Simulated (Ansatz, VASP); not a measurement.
**KRu2: VASP beside Ansatz**

```
CELL_PARAMETERS angstrom
3.73283 0.00000 0.00000
-1.86642 3.23273 0.00000
0.00000 0.00000 6.55508
ATOMIC_POSITIONS crystal
K 0.00000 0.00000 0.00000
Ru 0.66667 0.33333 0.56968
Ru 0.33333 0.66667 0.43032
```

Alike in both runs: task relaxation of cell and atoms; functional PBE; k mesh 15 × 15 × 8; occupations gaussian, width 0.1 eV; no spin polarisation.

```csv
,VASP,Ansatz
version,VASP 6.6.1,Ansatz 0.2.0
potentials or method,"VASP PAW PBE potentials, release 64 (K_sv, Ru_pv)","scalar-relativistic, plane waves, PAW"
plane-wave cutoff (eV),600,420
valence electrons in the cell,37,41
```

VASP gave:

```
gap on the k mesh at the Fermi level, each at its own relaxed structure (eV) : none
relaxed volume (Å³/atom)                                                     : 26.27
relaxed cell length with the largest relative difference (Å)                 : 6.469
```

Which values does Ansatz return?

gap on the k mesh at the Fermi level, each at its own relaxed structure (eV): none; relaxed volume (Å³/atom): 26.26; relaxed cell length with the largest relative difference (Å): 6.479.

A gap of «none» marks a metal or a gap that the smearing closes. The two sets of potentials don't hold the same shells in valence.
